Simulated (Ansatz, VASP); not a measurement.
# TiB2: VASP beside Ansatz, part 2 of 2

Wanted: the spread between two codes on one cell, functional and k mesh. The cell is taken from a series of runs on this material, whose earlier steps may have relaxed, scaled, displaced or heated it; both programs get it as it stands.

VASP 6.6.1 and Ansatz 0.2.0.

So far: The starting structure; Ansatz: zone-centre phonons, PBEsol.

## (3) VASP: zone-centre phonons, PBEsol

Level of this step: PBEsol; plane waves and PAW (B, Ti_sv) (VASP).

The same cell, functional, mesh and smearing now go to VASP, with its own data sets.

Lines of VASP's logs that name or quote its potential files are left out, and so is its time.

The input, INCAR:

```
SYSTEM = TiB2
PREC = Accurate
ENCUT = 500
EDIFF = 1E-08
NELM = 120
ISMEAR = 1
SIGMA = 0.2
LREAL = .FALSE.
ALGO = Normal
GGA = PS
NBANDS = 15
LASPH = .TRUE.
LORBIT = 11
LWAVE = .FALSE.
LCHARG = .FALSE.
ISIF = 2
IBRION = 8
GGA_COMPAT = .FALSE.
KPAR = 2
```

The input, POSCAR:

```
TiB2
1.0
    3.1381957197      0.0000000000      0.0000000000
   -1.5690978599      2.7177572153      0.0000000000
    0.0000000000      0.0000000000      3.1289773759
B Ti
2 1
Direct
    0.3333333333      0.6666666667      0.5000000000
    0.6666666667      0.3333333333      0.5000000000
    0.0000000000      0.0000000000      0.0000000000
```

The input, KPOINTS:

```
Automatic mesh
0
Gamma
15 15 16
0 0 0
```

PAW data sets: B and Ti_sv (PBE family, release 64).

Command:

```sh
mpirun -np 2 vasp_std
```

Numbers of over 12 decimals in the logs are rounded to 6 here.

Output:

```text
[banner, memory and clock lines left out]
running    2 mpi-ranks, on    1 nodes
 distrk:  each k-point on    1 cores,    2 groups
 distr:  one band on    1 cores,    1 groups

 POSCAR found type information on POSCAR B Ti
 POSCAR found :  2 types and       3 ions
|                                                                             |
|               ----> ADVICE to this user running VASP <----                  |
|                                                                             |
|     You enforced a specific xc type in the INCAR file but a different       |
|     [... a line on the potential file left out ...]
|     I HOPE YOU KNOW WHAT YOU ARE DOING!                                     |
|                                                                             |

 LDA part: xc-table for (Slater+PW92), standard interpolation
 POSCAR, INCAR and KPOINTS ok, starting setup
 FFT: planning ... GRIDC
 FFT: planning ... GRID_SOFT
 FFT: planning ... GRID
 WAVECAR not read
 entering main loop
       N       E                     dE             d eps       ncg     rms          rms(c)
DAV:   1     0.120160927346E+03    0.12016E+03   -0.89151E+03  7298   0.132E+03
DAV:   2    -0.226636860678E+02   -0.14282E+03   -0.13867E+03  7710   0.348E+02
DAV:   3    -0.300798849096E+02   -0.74162E+01   -0.73446E+01 10560   0.772E+01
DAV:   4    -0.302737360798E+02   -0.19385E+00   -0.19371E+00  8972   0.113E+01
DAV:   5    -0.302791815136E+02   -0.54454E-02   -0.54452E-02 10741   0.159E+00    0.164E+01
DAV:   6    -0.256481092489E+02    0.46311E+01   -0.20352E+01 10181   0.502E+01    0.363E+00
DAV:   7    -0.256399651610E+02    0.81441E-02   -0.11882E+00  7908   0.125E+01    0.323E+00
DAV:   8    -0.256419060368E+02   -0.19409E-02   -0.11271E-01 12158   0.296E+00    0.693E-01
DAV:   9    -0.256363057683E+02    0.56003E-02   -0.47522E-02  9357   0.276E+00    0.211E-01
DAV:  10    -0.256359136041E+02    0.39216E-03   -0.32830E-03  8706   0.719E-01    0.721E-02
DAV:  11    -0.256359584587E+02   -0.44855E-04   -0.31085E-04  9913   0.200E-01    0.663E-02
DAV:  12    -0.256359064014E+02    0.52057E-04   -0.15819E-04  8714   0.160E-01    0.175E-02
DAV:  13    -0.256359062523E+02    0.14912E-06   -0.10117E-05 10772   0.301E-02    0.160E-03
DAV:  14    -0.256359062187E+02    0.33570E-07   -0.42140E-07  9008   0.619E-03    0.416E-04
DAV:  15    -0.256359062528E+02   -0.34082E-07   -0.43438E-08  9973   0.145E-03    0.428E-04
DAV:  16    -0.256359062346E+02    0.18203E-07   -0.22180E-09  4569   0.461E-04    0.160E-04
DAV:  17    -0.256359062355E+02   -0.95361E-09   -0.48728E-10  4128   0.255E-04
   1 F= -.25635906E+02 E0= -.25636014E+02  d E =0.324773E-03
 Linear response reoptimize wavefunctions to high precision
DAV:   1    -0.256359062374E+02   -0.18406E-08   -0.12234E-10  4667   0.110E-04
DAV:   2    -0.256359062374E+02    0.61391E-11   -0.14972E-11  4009   0.447E-05
 Linear response DOF=           4
 Linear response progress:
  Degree of freedom:   1/  4
       N       E                     dE             d eps       ncg     rms          rms(c)
RMM:   1    -0.483416806636E-01   -0.48342E-01   -0.22731E-02 70503   0.138E+00
RMM:   2    -0.432015641023E-01    0.51401E-02   -0.29527E-03 59549   0.361E-01    0.148E-01
RMM:   3    -0.431126057735E-01    0.88958E-04   -0.11028E-03 60397   0.183E-01    0.735E-02
RMM:   4    -0.436191520338E-01   -0.50655E-03   -0.70916E-04 60039   0.136E-01    0.911E-03
RMM:   5    -0.436080213164E-01    0.11131E-04   -0.14016E-04 73144   0.526E-02    0.322E-03
RMM:   6    -0.436308086395E-01   -0.22787E-04   -0.31151E-05 75616   0.223E-02    0.135E-03
RMM:   7    -0.436240092523E-01    0.67994E-05   -0.55224E-06 74138   0.931E-03    0.401E-04
RMM:   8    -0.436295455934E-01   -0.55363E-05   -0.12492E-06 75220   0.451E-03    0.272E-04
RMM:   9    -0.436275631309E-01    0.19825E-05   -0.51937E-07 75330   0.222E-03    0.596E-05
RMM:  10    -0.436276382198E-01   -0.75089E-07   -0.25071E-07 77038   0.111E-03    0.207E-05
RMM:  11    -0.436276335369E-01    0.46829E-08   -0.29387E-08 77767   0.573E-04    0.168E-05
 first order change of Fermi-energy   0.72557E-04
 force on displaced ion       1 direction 1 : -14.386  -0.001   0.000
 Linear response progress:
  Degree of freedom:   2/  4
       N       E                     dE             d eps       ncg     rms          rms(c)
RMM:   1    -0.439830728393E-01   -0.43983E-01    0.65145E-03 23899   0.157E+00
RMM:   2    -0.423582042000E-01    0.16249E-02   -0.22275E-03 21906   0.319E-01    0.114E-01
RMM:   3    -0.424062937497E-01   -0.48090E-04   -0.81414E-04 22462   0.164E-01    0.565E-02
RMM:   4    -0.428314231545E-01   -0.42513E-03   -0.42214E-04 22862   0.114E-01    0.108E-02
RMM:   5    -0.428681894019E-01   -0.36766E-04   -0.10372E-04 26238   0.494E-02    0.320E-03
RMM:   6    -0.428895588195E-01   -0.21369E-04   -0.19348E-05 26915   0.214E-02    0.118E-03
RMM:   7    -0.428814204281E-01    0.81384E-05   -0.47187E-06 26723   0.950E-03    0.454E-04
RMM:   8    -0.428828673256E-01   -0.14469E-05   -0.90739E-07 26883   0.465E-03    0.157E-04
RMM:   9    -0.428826799484E-01    0.18738E-06    0.33434E-06 26976   0.234E-03    0.770E-05
RMM:  10    -0.428826104989E-01    0.69450E-07    0.15691E-06 27305   0.123E-03    0.383E-05
RMM:  11    -0.428829381889E-01   -0.32769E-06    0.11158E-06 26982   0.621E-04    0.912E-06
RMM:  12    -0.428828884858E-01    0.49703E-07    0.38298E-07 28221   0.330E-04    0.142E-05
RMM:  13    -0.428828880069E-01    0.47886E-09    0.39013E-07 27887   0.179E-04    0.937E-06
RMM:  14    -0.428828611953E-01    0.26812E-07    0.25305E-07 26764   0.106E-04    0.782E-06
RMM:  15    -0.428828729986E-01   -0.11803E-07    0.21995E-07 25866   0.672E-05    0.122E-05
RMM:  16    -0.428828635431E-01    0.94556E-08    0.15110E-07 26191   0.393E-05    0.302E-06
RMM:  17    -0.428828631979E-01    0.34510E-09    0.11266E-07 27761   0.224E-05    0.319E-06
RMM:  18    -0.428828636954E-01   -0.49743E-09    0.67663E-08 23597   0.132E-05    0.404E-06
 first order change of Fermi-energy  -0.32916E-03
 force on displaced ion       1 direction 3 :   0.000  -0.000  -9.345
 Linear response progress:
  Degree of freedom:   3/  4
       N       E                     dE             d eps       ncg     rms          rms(c)
RMM:   1    -0.723911420983E+00   -0.72391E+00    0.24255E+00 17489   0.135E+02
RMM:   2    -0.685537017797E+00    0.38374E-01   -0.33836E-01 28872   0.519E+00    0.174E-01
RMM:   3    -0.683686119216E+00    0.18509E-02   -0.21897E-02 34040   0.122E+00    0.766E-02
RMM:   4    -0.683520294372E+00    0.16582E-03   -0.13613E-02 39233   0.571E-01    0.219E-02
RMM:   5    -0.684379467524E+00   -0.85917E-03   -0.11629E-03 39716   0.188E-01    0.120E-02
RMM:   6    -0.684745330950E+00   -0.36586E-03   -0.30476E-04 40318   0.844E-02    0.432E-03
RMM:   7    -0.684900028537E+00   -0.15470E-03   -0.62248E-05 40909   0.373E-02    0.113E-03
RMM:   8    -0.684944769703E+00   -0.44741E-04   -0.17242E-05 41885   0.168E-02    0.231E-04
RMM:   9    -0.684951551210E+00   -0.67815E-05   -0.83652E-06 42618   0.843E-03    0.154E-04
RMM:  10    -0.684955498537E+00   -0.39473E-05   -0.48801E-06 42896   0.440E-03    0.133E-04
RMM:  11    -0.684967341225E+00   -0.11843E-04   -0.29621E-06 39183   0.278E-03    0.165E-04
RMM:  12    -0.684961360358E+00    0.59809E-05   -0.27445E-06 40653   0.179E-03    0.432E-05
RMM:  13    -0.684962044471E+00   -0.68411E-06   -0.19958E-06 42478   0.121E-03    0.395E-05
RMM:  14    -0.684960887987E+00    0.11565E-05   -0.17595E-06 41705   0.911E-04    0.838E-05
[...]
RMM:  25    -0.684964466751E+00    0.13445E-06   -0.28720E-07 37856   0.190E-04    0.419E-06
RMM:  26    -0.684964395096E+00    0.71655E-07   -0.25153E-07 39141   0.168E-04    0.301E-06
RMM:  27    -0.684964393939E+00    0.11561E-08   -0.21686E-07 30291   0.150E-04    0.343E-06
RMM:  28    -0.684964403444E+00   -0.95051E-08   -0.18053E-07 27045   0.136E-04    0.525E-06
RMM:  29    -0.684964360932E+00    0.42513E-07   -0.14765E-07 34974   0.126E-04    0.351E-06
RMM:  30    -0.684964321529E+00    0.39403E-07   -0.12444E-07 32892   0.113E-04    0.329E-06
RMM:  31    -0.684964321865E+00   -0.33561E-09   -0.10555E-07 25492   0.102E-04    0.349E-06
RMM:  32    -0.684964323938E+00   -0.20732E-08   -0.86514E-08 15697   0.931E-05    0.422E-06
 first order change of Fermi-energy   0.44285E-03
 force on displaced ion       3 direction 1 : -13.351  -0.000   0.000
 Linear response progress:
  Degree of freedom:   4/  4
       N       E                     dE             d eps       ncg     rms          rms(c)
RMM:   1    -0.770446397133E+00   -0.77045E+00   -0.35745E-01  7524   0.134E+02
RMM:   2    -0.723162790887E+00    0.47284E-01   -0.31889E-01 11936   0.481E+00    0.191E-01
RMM:   3    -0.722020855063E+00    0.11419E-02   -0.23177E-02 13942   0.118E+00    0.860E-02
RMM:   4    -0.722280125862E+00   -0.25927E-03   -0.17179E-02 15411   0.581E-01    0.277E-02
RMM:   5    -0.723375919439E+00   -0.10958E-02   -0.14402E-03 16076   0.190E-01    0.168E-02
RMM:   6    -0.724044482846E+00   -0.66856E-03   -0.28674E-04 15421   0.848E-02    0.197E-03
RMM:   7    -0.724033394661E+00    0.11088E-04   -0.65079E-05 17039   0.351E-02    0.227E-03
RMM:   8    -0.724112691452E+00   -0.79297E-04   -0.87790E-06 15987   0.175E-02    0.532E-04
RMM:   9    -0.724128903527E+00   -0.16212E-04   -0.11994E-05 17366   0.894E-03    0.237E-04
RMM:  10    -0.724118135322E+00    0.10768E-04   -0.54129E-06 17013   0.512E-03    0.218E-04
RMM:  11    -0.724126424210E+00   -0.82889E-05   -0.53217E-06 16482   0.330E-03    0.327E-05
RMM:  12    -0.724127777594E+00   -0.13534E-05   -0.33788E-06 17450   0.231E-03    0.251E-05
RMM:  13    -0.724127848050E+00   -0.70456E-07   -0.31465E-06 18035   0.173E-03    0.441E-05
RMM:  14    -0.724128181216E+00   -0.33317E-06   -0.30886E-06 17383   0.137E-03    0.510E-05
RMM:  15    -0.724127829595E+00    0.35162E-06   -0.17992E-06 17004   0.113E-03    0.626E-05
RMM:  16    -0.724127704461E+00    0.12513E-06   -0.80066E-07 17371   0.946E-04    0.699E-05
RMM:  17    -0.724127816994E+00   -0.11253E-06   -0.11152E-06 16792   0.800E-04    0.728E-05
RMM:  18    -0.724127854891E+00   -0.37897E-07   -0.95092E-07 16608   0.688E-04    0.776E-05
RMM:  19    -0.724128315601E+00   -0.46071E-06   -0.64734E-07 15241   0.610E-04    0.731E-05
 first order change of Fermi-energy   0.26951E-02
 force on displaced ion       3 direction 3 :  -0.000  -0.000 -13.564
 Linear response finished
```

From OUTCAR (step 3):

```text
ion  position               nearest neighbor table
   1  0.333  0.667  0.500-   2 1.81   2 1.81   2 1.81   3 2.39   3 2.39   3 2.39   3 2.39   3 2.39
                             3 2.39
   2  0.667  0.333  0.500-   1 1.81   1 1.81   1 1.81   3 2.39   3 2.39   3 2.39   3 2.39   3 2.39
                             3 2.39
   3  0.000  0.000  0.000-   1 2.39   2 2.39   1 2.39   2 2.39   2 2.39   2 2.39   1 2.39   1 2.39
                             2 2.39   2 2.39   1 2.39   1 2.39

  LATTYP: Found a hexagonal cell.
 ALAT       =     3.1381957197
 C/A-ratio  =     0.9970625338

 Subroutine GETGRP returns: Found 24 space group operations
 (whereof 24 operations were pure point group operations)

The static configuration has the point symmetry D_6h.

 Found    243 irreducible k-points:

   k-points           NKPTS =    243   k-points in BZ     NKDIM =    243   number of bands    NBANDS=     15

   dimension x,y,z NGX =    24 NGY =   24 NGZ =   24
   dimension x,y,z NGXF=    48 NGYF=   48 NGZF=   48

   ENCUT  =  500.0 eV  36.75 Ry    6.06 a.u.   5.72  5.72  5.70*2*pi/ulx,y,z

   NELECT =      18.0000    total number of electrons

 k-points in reciprocal lattice and weights: Automatic mesh
   0.00000000  0.00000000  0.00000000       0.000
   0.06666667 -0.00000000  0.00000000       0.002
   0.13333333 -0.00000000  0.00000000       0.002
   0.20000000 -0.00000000  0.00000000       0.002
   0.26666667 -0.00000000  0.00000000       0.002
   0.33333333 -0.00000000  0.00000000       0.002
   0.40000000 -0.00000000  0.00000000       0.002
   0.46666667 -0.00000000  0.00000000       0.002
   0.06666667  0.06666667  0.00000000       0.002
[...]
0.33333333  0.26666667  0.50000000       0.003
   0.33333333  0.33333333  0.50000000       0.001

 average (electrostatic) potential at core
       1 -23.0700       2 -23.0700       3 -71.1775

  Total       -3.9474077     -3.9474077      0.0430450      0.0000000     -0.0000000      0.0000000
  in kB     -236.9896944   -236.9896944      2.5842863      0.0000000     -0.0000000      0.0000000
  external PRESSURE =    -157.1317008 kB  Pullay stress =       0.0000000 kB

  energy-cutoff  :      500.00
  volume of cell :       26.69
      direct lattice vectors                 reciprocal lattice vectors
     3.138195720  0.000000000  0.000000000     0.318654440  0.183975227  0.000000000
    -1.569097860  2.717757215  0.000000000     0.000000000  0.367950454  0.000000000
     0.000000000  0.000000000  3.128977376     0.000000000  0.000000000  0.319593234

 POSITION                                       TOTAL-FORCE (eV/Angst)
 -----------------------------------------------------------------------------------
     -0.00000      1.81184      1.56449        -0.000000      0.000000      0.000000
      1.56910      0.90592      1.56449         0.000000     -0.000000      0.000000
      0.00000      0.00000      0.00000         0.000000      0.000000      0.000000
 -----------------------------------------------------------------------------------
    total drift:                               -0.000000      0.000000      0.000000

 Eigenvectors and eigenvalues of the dynamical matrix
 ----------------------------------------------------

   1 f  =   22.365179 THz   140.524563 2PiTHz  746.022066 cm-1    92.494906 meV
             X         Y         Z           dx          dy          dz
     -0.000000  1.811838  1.564489    -0.537106    0.459910   -0.000000
      1.569098  0.905919  1.564489     0.537106   -0.459910    0.000000
      0.000000  0.000000  0.000000    -0.000000    0.000000    0.000000

   2 f  =   22.365179 THz   140.524563 2PiTHz  746.022066 cm-1    92.494906 meV
             X         Y         Z           dx          dy          dz
     -0.000000  1.811838  1.564489     0.459910    0.537106   -0.000000
      1.569098  0.905919  1.564489    -0.459910   -0.537106    0.000000
      0.000000  0.000000  0.000000     0.000000    0.000000    0.000000

   3 f  =   16.421308 THz   103.178119 2PiTHz  547.755862 cm-1    67.913041 meV
             X         Y         Z           dx          dy          dz
     -0.000000  1.811838  1.564489     0.000000   -0.000000   -0.707107
      1.569098  0.905919  1.564489     0.000000   -0.000000    0.707107
      0.000000  0.000000  0.000000    -0.000000    0.000000   -0.000000

   4 f  =   14.902419 THz    93.634662 2PiTHz  497.091200 cm-1    61.631426 meV
             X         Y         Z           dx          dy          dz
     -0.000000  1.811838  1.564489     0.000000   -0.000000    0.586619
      1.569098  0.905919  1.564489     0.000000   -0.000000    0.586619
      0.000000  0.000000  0.000000    -0.000000    0.000000   -0.558352

   5 f  =   14.777600 THz    92.850401 2PiTHz  492.927685 cm-1    61.115216 meV
             X         Y         Z           dx          dy          dz
     -0.000000  1.811838  1.564489     0.445483   -0.381450   -0.000000
      1.569098  0.905919  1.564489     0.445483   -0.381450   -0.000000
      0.000000  0.000000  0.000000    -0.424338    0.363345    0.000000

   6 f  =   14.777600 THz    92.850401 2PiTHz  492.927685 cm-1    61.115216 meV
             X         Y         Z           dx          dy          dz
     -0.000000  1.811838  1.564489     0.381450    0.445483    0.000000
      1.569098  0.905919  1.564489     0.381450    0.445483    0.000000
      0.000000  0.000000  0.000000    -0.363345   -0.424338   -0.000000

   7 f/i=    0.010591 THz     0.066547 2PiTHz    0.353287 cm-1     0.043802 meV
             X         Y         Z           dx          dy          dz
     -0.000000  1.811838  1.564489     0.000000    0.000000    0.394815
      1.569098  0.905919  1.564489     0.000000    0.000000    0.394815
      0.000000  0.000000  0.000000     0.000000    0.000000    0.829604

   8 f/i=    0.015686 THz     0.098560 2PiTHz    0.523239 cm-1     0.064873 meV
             X         Y         Z           dx          dy          dz
     -0.000000  1.811838  1.564489     0.112646    0.378619   -0.000000
      1.569098  0.905919  1.564489     0.112646    0.378619   -0.000000
      0.000000  0.000000  0.000000     0.236518    0.794970   -0.000000

   9 f/i=    0.015686 THz     0.098560 2PiTHz    0.523239 cm-1     0.064873 meV
             X         Y         Z           dx          dy          dz
     -0.000000  1.811838  1.564489    -0.378619    0.112646   -0.000000
      1.569098  0.905919  1.564489    -0.378619    0.112646   -0.000000
      0.000000  0.000000  0.000000    -0.794970    0.236518   -0.000000

 ELASTIC MODULI CONTR FROM IONIC RELAXATION (kBar)
 Direction    XX          YY          ZZ          XY          YZ          ZX
 --------------------------------------------------------------------------------
 XX          -0.1126      0.1126     -0.0000      0.0000      0.0000      0.0000
 YY           0.1126     -0.1126     -0.0000      0.0000      0.0000     -0.0000
 ZZ          -0.0000     -0.0000     -0.0000      0.0000      0.0000     -0.0000
 XY           0.0000      0.0000      0.0000     -0.1126      0.0000      0.0000
 YZ           0.0000      0.0000      0.0000      0.0000      0.0000      0.0000
 ZX           0.0000     -0.0000     -0.0000      0.0000      0.0000     -0.0000
 --------------------------------------------------------------------------------
```

## (4) Comparison

Known differences besides the potentials themselves: the cutoff is 420 eV in Ansatz and 500 eV in VASP; Ansatz makes its cores anew for this functional, VASP keeps those of its PBE data sets. Total energies have different zeros and are not compared.

Compared:

```
                  quantity  Ansatz   VASP  difference
optical mode 1 to 2 (cm⁻¹)   492.7  492.9     -0.04 %
     optical mode 3 (cm⁻¹)   496.0  497.1     -0.22 %
     optical mode 4 (cm⁻¹)   546.0  547.8     -0.32 %
optical mode 5 to 6 (cm⁻¹)   742.6  746.0     -0.46 %
```

Modes are paired by rising frequency, not by their patterns, so a pair may set unlike modes beside each other; they are those without the splitting of longitudinal modes.

## (5) Outcome

```
r.m.s. difference of the optical zone-centre modes, each program's sorted by frequency (zone-centre phonons, PBEsol) : 2.1 cm⁻¹
```

The r.m.s. difference of the optical zone-centre modes, each program's sorted by frequency is 2.1 cm⁻¹ (zone-centre phonons, PBEsol). How closely two codes agree says nothing of how well the functional describes the real material.

[Lines on the potential files, build, host, timing and source positions are cut from VASP's logs without a mark.]

[Logs are printed without paths, hosts, clocks, repeated set-up lines and the standing remarks that a program may print on its own settings, such as how far it seeks lower states.]

[Hosts, paths, dates, database ids (printed as entryN), source tags and the programs' standing remarks are cut or masked in the printed files.]
